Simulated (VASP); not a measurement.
Consider the following.

```yaml
crystal:
  lattice:
    - [0.00000, 2.59093, 2.59093]
    - [2.59093, 0.00000, 2.59093]
    - [2.59093, 2.59093, 0.00000]
  atoms:
    - { symbol: Be, position: [0.00000, 0.00000, 0.00000] }
    - { symbol: Se, position: [0.25000, 0.25000, 0.25000] }
```

All values below come from optB88-vdW, VASP's PBE PAW potentials (set 64) (plane waves; VASP 6.6.1). Settings: 520 eV cut-off, Gaussian smearing of 0.050 eV, potentials Be Se.

Question: Predict the band gap (along the path) with the smallest direct gap where there is one.

Answer: 
| Item | Result |
|---|---|
| band gap (along the path) | 2.77 eV |
| smallest direct gap (along the path) | 4.27 eV |

Only differences to runs with the same potentials and settings are physical.

The compound is BeSe in the zinc blende structure. It was relaxed first.
